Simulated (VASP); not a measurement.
Computed with PBE GGA, VASP's PBE PAW potentials (set 64) (plane waves; VASP 6.6.1).

A VASP calculation is set up with these files.

**KPOINTS**
```
Automatic mesh
0
Gamma
5 5 5
0 0 0
```

POSCAR:
```
NiI2
1
    0.0000000000     3.2256810000     3.2256810000
    3.2256810000     0.0000000000     3.2256810000
    3.2256810000     3.2256810000     0.0000000000
Ni I
1 2
Direct
  0.0000000000   0.0000000000   0.0000000000
  0.2500000000   0.2500000000   0.2500000000
  0.7500000000   0.7500000000   0.7500000000
```

### INCAR
```
SYSTEM = NiI2
PREC = Accurate
ENCUT = 300
EDIFF = 1E-6
NELM = 100
ALGO = Normal
LREAL = .FALSE.
LASPH = .TRUE.
ISMEAR = -1
SIGMA = 0.136
GGA = PE
LMAXMIX = 4
LWAVE = .FALSE.
LCHARG = .FALSE.
ISIF = 2
ISPIN = 2
MAGMOM = 2.0 0.0 0.0
LORBIT = 11
```

POTCAR, in this order: Ni I (PBE.64 set). Program: vasp_std.

At this cut-off the stress carries a Pulay error, which pulls relaxed volumes low. Unless said otherwise, spin-orbit coupling is left out, though it shifts the bands of the heavy elements here.

Task: What does the run give for the energy per atom (σ→0), cell moment, pressure, band gap (on the k-mesh)?

Result: 
* **energy per atom (σ→0)**: -2.075 eV/atom
* **cell moment**: 0.38 μB
* **band gap (on the k-mesh)**: none (metal, semimetal or under 0.01 eV)
* **pressure**: 16.02 GPa

OSZICAR:
```
...
DAV:  17    -0.634211824724E+01   -0.21082E-04   -0.48470E-05   863   0.932E-02    0.328E-02
DAV:  18    -0.634211305711E+01    0.51901E-05   -0.10512E-05   735   0.423E-02    0.400E-02
DAV:  19    -0.634213871763E+01   -0.25661E-04   -0.42856E-04   755   0.295E-01    0.316E-02
DAV:  20    -0.634215853539E+01   -0.19818E-04   -0.48810E-05   992   0.669E-02    0.352E-02
DAV:  21    -0.634216234626E+01   -0.38109E-05   -0.15874E-05   716   0.564E-02    0.171E-02
DAV:  22    -0.634216386877E+01   -0.15225E-05   -0.12364E-06   438   0.922E-03    0.805E-03
DAV:  23    -0.634216403578E+01   -0.16701E-06   -0.19722E-07   346   0.410E-03
   1 F= -.63421640E+01 E0= -.62240881E+01  d E =-.236152E+00  mag=     0.3795
```

The structure was generated: NiI2 was put into an ordered model structure, which need not be its known phase. The cell was not relaxed at this level, and its volume differs by -5.9 % from the start's. The k-mesh is coarse (spacing up to 0.34 per Å, 2π included), so the numbers may not be converged in it.
